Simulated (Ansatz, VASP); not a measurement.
## One calculation of TaAl4, two programs

```xyz
5
Lattice="5.0547 0.0000 0.0000 0.0000 5.0547 0.0000 0.0000 0.0000 5.0547" Properties=species:S:1:pos:R:3 pbc="T T T"
Ta    2.5273    2.5273    2.5273
Al    0.0000    2.5273    2.5273
Al    2.5273    0.0000    2.5273
Al    2.5273    2.5273    0.0000
Al    0.0000    0.0000    0.0000
```

Alike in both runs: functional PBE; k mesh 4 × 4 × 4; occupations gaussian, width 0.1 eV; no spin polarisation.

Ansatz relaxed the structure, and its values are those at the end. VASP's run is a single point on that final structure, the one shown.

|  | VASP | Ansatz |
| --- | --- | --- |
| version | VASP 6.6.1 | Ansatz 0.2.0 |
| potentials or method | VASP PAW PBE potentials, release 64 (Ta_pv, Al) | scalar-relativistic, plane waves, PAW |
| plane-wave cutoff (eV) | 520 | 420 |
| valence electrons in the cell | 23 | 25 |

```csv
,VASP,Ansatz,Ansatz less VASP
gap on the k mesh at the Fermi level (eV),none,none,-
pressure (GPa),0.4,0.4,+0.01
```

A gap of «none» marks a metal or a gap that the smearing closes. The two sets of potentials don't hold the same shells in valence.

The runs have no spin-orbit coupling, so splittings on Ta are missing.
